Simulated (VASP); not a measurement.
# CdSb2O4 (P1) in VASP: relaxation of cell and atoms with PBE

Aim: the relaxation of cell and atoms of CdSb2O4 with PBE.

Everything below comes from runs of VASP 6.6.1. Logs are shortened: lines on timing, memory, paths and dates and some standing lists are left out, and cuts for length are marked.

## 1. The crystal as given

The typed cell holds 14 atoms: a = 7.142 Å, b = 10.176 Å, c = 3.446 Å, α = 88.63°, β = 89.95°, γ = 87.95°.

The cell was built by a generator and needn't be a form met in nature.

## 2. Relaxation of cell and atoms, PBE

The input, INCAR:

```
  PREC = Normal
  ENCUT = 520
  EDIFF = 1E-5
  ISMEAR = 0
  SIGMA = 0.05
  LREAL = Auto
  LASPH = True
  NELM = 80
  ALGO = Fast
  ISIF = 3
  LWAVE = False
  LCHARG = False
  GGA = PE
  IBRION = 2
  NSW = 110
  EDIFFG = -0.03
  ISYM = 0
  KPAR = 2
```

The input, KPOINTS:

```
Automatic mesh
0
Gamma
  3 2 5
```

The input, POSCAR:

```
CdSb2O4
1.0
    7.1412467300      0.1281746600      0.0025803300
    0.1816008100     10.1737783800      0.1217730600
    0.0012345600      0.0411218600      3.4454518600
Cd Sb O
2 4 8
Direct
    0.0102530200      0.9862071900      0.0200438000
    0.4920736400      0.5083811100      0.9748182600
    0.6143500900      0.2168461300      0.4912139000
    0.3848147900      0.7867758800      0.5500994200
    0.1277337100      0.3143807100      0.4897236300
    0.8796429400      0.6871202500      0.5223144500
    0.2223798600      0.1934564000      0.0256633400
    0.7886177000      0.8120478100      0.0692752700
    0.1061234300      0.8572223000      0.5272845300
    0.8968744000      0.1334088700      0.5261872000
    0.6792550200      0.3075148500      0.0284148900
    0.2959293200      0.7147301600      0.0123847300
    0.3864713600      0.3712059200      0.4942249900
    0.6260162900      0.6474471900      0.4984594700
```

Potentials or basis: VASP PAW PBE potentials, release 64 (Cd, Sb, O).

The run is started by

```console
> cat potpaw_PBE.64/Cd/POTCAR potpaw_PBE.64/Sb/POTCAR potpaw_PBE.64/O/POTCAR > POTCAR
> mpirun -np 2 vasp_std > vasp.out
```

OUTCAR:

```text
PREC = Normal
   ENCUT = 520
   EDIFF = 1E-5
   ISMEAR = 0
   LREAL = Auto
   LASPH = True
   NELM = 80
   ISIF = 3
   GGA = PE
   IBRION = 2
   NSW = 110
   EDIFFG = -0.03
   ISYM = 0

 ion  position               nearest neighbor table
   1  0.010  0.986  0.020-   9 2.25   9 2.26  10 2.36   8 2.42  10 2.44   7 2.64   6 3.62   6 3.68
                             4 3.70   4 3.75
   2  0.492  0.508  0.975-  13 2.33  14 2.37  13 2.38  11 2.41  12 2.49  14 2.53   4 3.23   3 3.51
                             3 3.52   4 3.56   6 3.69   5 3.74   5 3.74
   3  0.614  0.217  0.491-  11 1.89  11 2.15  10 2.16  13 2.22   2 3.51   2 3.52   5 3.58
   4  0.385  0.787  0.550-  12 1.86   9 2.09  12 2.12  14 2.20   2 3.23   2 3.56   6 3.64   1 3.70
                             1 3.75   6 3.78
   5  0.128  0.314  0.490-  13 1.96   7 2.14   7 2.28  10 2.52   3 3.58   2 3.74   2 3.74
   6  0.880  0.687  0.522-  14 1.87   8 2.08   8 2.38   9 2.41   1 3.62   4 3.64   1 3.68   2 3.69
                             4 3.78
   7  0.222  0.193  0.026-   5 2.14   5 2.28   1 2.64
   8  0.789  0.812  0.069-   6 2.08   6 2.38   1 2.42
   9  0.106  0.857  0.527-   4 2.09   1 2.25   1 2.26   6 2.41
  10  0.897  0.133  0.526-   3 2.16   1 2.36   1 2.44   5 2.52
  11  0.679  0.308  0.028-   3 1.89   3 2.15   2 2.41
  12  0.296  0.715  0.012-   4 1.86   4 2.12   2 2.49
  13  0.386  0.371  0.494-   5 1.96   3 2.22   2 2.33   2 2.38
  14  0.626  0.647  0.498-   6 1.87   4 2.20   2 2.37   2 2.53

IMPORTANT INFORMATION: All symmetrisations will be switched off!
NOSYMM: (Re-)initialisation of all symmetry stuff for point group C_1.

----------------------------------------------------------------------------------------

                                     Primitive cell

  volume of cell :     250.2081

  direct lattice vectors                    reciprocal lattice vectors
     7.141246730  0.128174660  0.002580330     0.140076452 -0.002500105 -0.000020353
     0.181600810 10.173778380  0.121773060    -0.001764586  0.098337437 -0.001173036
     0.001234560  0.041121860  3.445451860    -0.000042539 -0.003473681  0.290279167

  length of vectors
     7.142397375 10.176127655  3.445697469     0.140098763  0.098360263  0.290299954

  position of ions in fractional coordinates (direct lattice)
     0.010253020  0.986207190  0.020043800
     0.492073640  0.508381110  0.974818260
     0.614350090  0.216846130  0.491213900
     0.384814790  0.786775880  0.550099420
     0.127733710  0.314380710  0.489723630
     0.879642940  0.687120250  0.522314450
     0.222379860  0.193456400  0.025663340
     0.788617700  0.812047810  0.069275270
     0.106123430  0.857222300  0.527284530
     0.896874400  0.133408870  0.526187200
     0.679255020  0.307514850  0.028414890
     0.295929320  0.714730160  0.012384730
     0.386471360  0.371205920  0.494224990
     0.626016290  0.647447190  0.498459470

  ion indices of the primitive-cell ions
   primitive index   ion index
                 1           1
                 2           2
                 3           3
                 4           4
                 5           5
                 6           6
                 7           7
                 8           8
                 9           9
                10          10
                11          11
                12          12
                13          13
                14          14

----------------------------------------------------------------------------------------

 KPOINTS: Automatic mesh

Automatic generation of k-mesh.
 Grid dimensions read from file:
 generate k-points for:    3    2    5

 Generating k-lattice:

  Cartesian coordinates                     Fractional coordinates (reciprocal lattice)
     0.046692151 -0.000833368 -0.000006784     0.333333333 -0.000000000  0.000000000
    -0.000882293  0.049168719 -0.000586518     0.000000000  0.500000000  0.000000000
    -0.000008508 -0.000694736  0.058055833    -0.000000000  0.000000000  0.200000000

  Length of vectors
     0.046699588  0.049180132  0.058059991

  Shift w.r.t. Gamma in fractional coordinates (k-lattice)
     0.000000000  0.000000000  0.000000000

 Subroutine IBZKPT returns following result:
 ===========================================

 Found     16 irreducible k-points:

 Following reciprocal coordinates:
            Coordinates               Weight
  0.000000  0.000000  0.000000      1.000000
  0.333333  0.000000  0.000000      2.000000
 -0.000000  0.500000  0.000000      1.000000
  0.333333  0.500000  0.000000      2.000000
  0.000000  0.000000  0.200000      2.000000
  0.333333  0.000000  0.200000      2.000000
[... 8 lines left out ...]
  0.333333  0.500000  0.400000      2.000000
 -0.333333  0.500000  0.400000      2.000000
   k-points           NKPTS =     16   k-points in BZ     NKDIM =     16   number of bands    NBANDS=     55
   number of dos      NEDOS =    301   number of ions     NIONS =     14
   total plane-waves  NPLWV =  48000
   dimension x,y,z NGX =    40 NGY =   60 NGZ =   20
   dimension x,y,z NGXF=    80 NGYF=  120 NGZF=   40
   ions per type =               2   4   8
   NGX,Y,Z   is equivalent  to a cutoff of   9.31,  9.80,  9.65 a.u.
   NGXF,Y,Z  is equivalent  to a cutoff of  18.62, 19.60, 19.30 a.u.
 SYSTEM =  unknown system
   PREC   = normal    normal or accurate (medium, high low for compatibility)
   ISTART =      0    job   : 0-new  1-cont  2-samecut
   ICHARG =      2    charge: 1-file 2-atom 10-const
   ISPIN  =      1    spin polarized calculation?
   LNONCOLLINEAR =      F non collinear calculations
   LSORBIT =      F    spin-orbit coupling
   LASPH  =      T    aspherical Exc in radial PAW
   ENCUT  =  520.0 eV  38.22 Ry    6.18 a.u.  13.28 18.92  6.41*2*pi/ulx,y,z
   NELM   =     80;   NELMIN=  2; NELMDL= -5     # of ELM steps
   EDIFF  = 0.1E-04   stopping-criterion for ELM
   LREAL  =      T    real-space projection
   EDIFFG = -.3E-01   stopping-criterion for IOM
   NSW    =    110    number of steps for IOM
   IBRION =      2    ionic relax: 0-MD 1-quasi-New 2-CG
   NFREE  =      1    steps in history (QN), initial steepest desc. (CG)
   ISIF   =      3    stress and relaxation
   ISYM   =      0    0-nonsym 1-usesym 2-fastsym
   POTIM  = 0.5000    time-step for ionic-motion
   TEBEG  =    0.0;   TEEND  =   0.0 temperature during run
   PSTRESS=    0.0 pullay stress
   NELECT =      92.0000    total number of electrons
   NUPDOWN=      -1.0000    fix difference up-down
   EMIN   =  10.00;   EMAX   =-10.00  energy-range for DOS
   EFERMI =   0.00;   METHOD = LEGACY
   ISMEAR =     0;   SIGMA  =   0.05  broadening in eV -4-tet -1-fermi 0-gaus
   EFERMI_NEDOS =   21; number of points for ismear=-14 and -15
   IALGO  =     68    algorithm
   IMIX   =      4    mixing-type and parameters
     AMIX     =   0.40;   BMIX     =  1.00
     AMIX_MAG =   1.60;   BMIX_MAG =  1.00
  volume/ion in A,a.u.               =      17.87       120.61
  Fermi-wavevector in a.u.,A,eV,Ry     =   1.172835  2.216337 18.715392  1.375543
  Thomas-Fermi vector in A             =   2.309258
   LORBIT       =      0    0 simple, 1 ext, 2 COOP (PROOUT), +10 PAW based schemes
   GGA     = PE    functional components
   LHFCALC =     F    Hartree Fock is set to
   AEXX    =    0.0000 exact exchange contribution
   IVDW    =     0    specifies the selected vdW correction
   LEPSILON=     F    determine dielectric tensor
   LRPA    =     F    only Hartree local field effects (RPA)
 conjugate gradient relaxation of ions
 non-spin polarized calculation
 RMM-DIIS sequential band-by-band and
 Gauss-broadening in eV      SIGMA  =   0.05
  energy-cutoff  :      520.00
  volume of cell :      250.21
 maximum number of plane-waves:      6781
   NGX = 27   NGY = 37   NGZ = 13

--------------------------------------- Ionic step        1  -------------------------------------------

 number of electron      92.0000042 magnetization

 Free energy of the ion-electron system (eV)
  ---------------------------------------------------
  ext. energy  EPLUGINS =         0.00000000
  ---------------------------------------------------
  free energy    TOTEN  =       -71.80036897 eV

  energy without entropy =      -71.80036897  energy(sigma->0) =      -71.80036897

------------------------ aborting loop because EDIFF is reached ----------------------------------------

  FORCE on cell =-STRESS in cart. coord.  units (eV):
  Direction    XX          YY          ZZ          XY          YZ          ZX
  --------------------------------------------------------------------------------------
  -------------------------------------------------------------------------------------
  Total        8.4860381     -1.4209848      3.8073964      4.5470412     -5.0335572     -2.8648424
  in kB       54.3393300     -9.0991061     24.3802076     29.1164345    -32.2317812    -18.3446754
  external PRESSURE =      23.2068105 kB  Pullay stress =       0.0000000 kB
[... 125 lines left out ...]
  FREE ENERGIE OF THE ION-ELECTRON SYSTEM (eV)
  ---------------------------------------------------
  free  energy   TOTEN  =       -73.8243190187 eV

  energy  without entropy=      -73.8243190187  energy(sigma->0) =      -73.82431902

[... ionic steps 4 to 25 ...]

--------------------------------------- Ionic step       26  -------------------------------------------

 number of electron      92.0000016 magnetization

------------------------ aborting loop because EDIFF is reached ----------------------------------------

  FORCE on cell =-STRESS in cart. coord.  units (eV):
  Direction    XX          YY          ZZ          XY          YZ          ZX
  --------------------------------------------------------------------------------------
  -------------------------------------------------------------------------------------
  Total        0.0877039      0.0780413      0.1200313      0.0218197      0.0152198     -0.0270534
  in kB        0.5766382      0.5131083      0.7891856      0.1434606      0.1000675     -0.1778713
  external PRESSURE =       0.6263107 kB  Pullay stress =       0.0000000 kB
[... 81 lines left out ...]
  energy  without entropy=      -74.6384119706  energy(sigma->0) =      -74.63841197

--------------------------------------- Ionic step       28  -------------------------------------------

 number of electron      92.0000016 magnetization

 Free energy of the ion-electron system (eV)
  ---------------------------------------------------
  ext. energy  EPLUGINS =         0.00000000
  ---------------------------------------------------
  free energy    TOTEN  =       -74.63862753 eV

  energy without entropy =      -74.63862753  energy(sigma->0) =      -74.63862753

 E-fermi :   3.4851     XC(G=0):  -9.5255

 val. band max:        3.2436327235   @ k =   0.0000   0.0000   0.2000
 cond. band min:       5.5361176699   @ k =   0.3333   0.0000   0.0000
 fundamental gap:      2.2924849464
 Fermi energy:         3.4850683225

 k-point     1 :       0.0000    0.0000    0.0000
  band No.  band energies     occupation
      1     -15.4647      2.00000
      2     -15.3616      2.00000
      3     -14.7512      2.00000
      4     -14.7162      2.00000
      5     -14.1250      2.00000
      6     -13.9311      2.00000
[... 958 lines left out ...]
  FREE ENERGIE OF THE ION-ELECTRON SYSTEM (eV)
  ---------------------------------------------------
  free  energy   TOTEN  =       -74.6386275259 eV

  energy  without entropy=      -74.6386275259  energy(sigma->0) =      -74.63862753

 reached required accuracy - stopping structural energy minimisation
```

Run time: 11 min. Hardware: 2 MPI ranks of Intel Xeon Platinum 8488C (Sapphire Rapids), shared host; peak memory 0.32 GiB.

What came out:

* Free energy: -74.6386 eV
* Relaxed volume: 17.42 Å³/atom
* Relaxed cell: a = 7.144 Å, b = 10.055 Å, c = 3.395 Å, α = 89.99°, β = 90.00°, γ = 90.03°
* Space group after relaxing (to 0.05 Å): Pbam (No. 55)
* Energy gained by relaxing: 202.7 meV/atom
* Ionic steps: 28
* Pressure after relaxing: 0.0 GPa
* Largest force after relaxing: 0.025 eV/Å
* Band gap on the k mesh: 2.29 eV, indirect (least direct gap 2.48 eV)

Forces on the atoms (eV/Å):
```
Cd  -0.004 -0.005  0.007
Cd   0.006  0.002  0.008
Sb   0.010 -0.005  0.007
Sb   0.006  0.006 -0.012
Sb  -0.012  0.010 -0.003
Sb  -0.012  0.014 -0.017
O    0.001  0.008  0.007
O    0.002 -0.011  0.009
O    0.002 -0.003 -0.003
O    0.014  0.005  0.003
O   -0.006 -0.005  0.012
O   -0.009 -0.002 -0.004
O   -0.004 -0.001 -0.007
O    0.004 -0.013 -0.007
```

The path:
```
step  energy change (eV)  largest force (eV/Å)  pressure (GPa)  volume (Å³)
   1              0.0000                5.6446            2.32       250.21
   2             -1.2616                3.0515           -6.45       259.46
   3             -2.0240                1.6567           -4.85       255.33
   4             -2.3690                1.6128            3.22       238.33
   5             -2.4368                1.1843            0.75       242.93
   6             -2.6553                0.4704            1.07       241.15
   7             -2.6802                0.5188            1.42       240.30
   8             -2.7292                0.5316           -1.10       244.93
   9             -2.7304                0.4588           -0.78       244.30
  10             -2.7769                0.3462           -0.38       244.00
  11             -2.7952                0.5200            0.16       243.67
  12             -2.8200                0.2654           -0.02       244.10
  13             -2.8204                0.2669           -0.05       244.16
  14             -2.8290                0.1342           -0.13       244.02
  15             -2.8294                0.2019           -0.14       243.98
  16             -2.8328                0.1047            0.23       243.26
  17             -2.8328                0.1039            0.22       243.27
  18             -2.8349                0.1062           -0.16       243.90
  19             -2.8349                0.0982           -0.12       243.86
  20             -2.8363                0.0651            0.05       243.65
  21             -2.8363                0.0731            0.06       243.63
  22             -2.8373                0.0525            0.03       243.76
  23             -2.8374                0.0589            0.01       243.81
  24             -2.8378                0.0406           -0.05       243.93
  25             -2.8378                0.0380           -0.06       243.92
  26             -2.8380                0.0415            0.06       243.68
  27             -2.8380                0.0366            0.07       243.71
  28             -2.8383                0.0251            0.00       243.84
```

Final structure:
```
CELL_PARAMETERS angstrom
7.14355 -0.00302 -0.00036
-0.00106 10.05485 0.00170
0.00046 0.00003 3.39484
ATOMIC_POSITIONS crystal
Cd 0.00047 0.00248 0.01620
Cd 0.50048 0.50280 0.01650
Sb 0.61217 0.20799 0.51211
Sb 0.38933 0.79772 0.51993
Sb 0.11225 0.29733 0.51295
Sb 0.88953 0.70746 0.52133
O 0.19615 0.19346 0.01293
O 0.80561 0.81125 0.02034
O 0.10247 0.86264 0.51857
O 0.89865 0.14236 0.51377
O 0.69645 0.31184 0.01214
O 0.30555 0.69382 0.01984
O 0.39897 0.36284 0.51402
O 0.60247 0.64276 0.51948
```

Caveat: spin-orbit coupling is left out, which moves the levels of the heavy elements; an odd mesh through Γ misses points on the zone boundary, where band edges often lie.
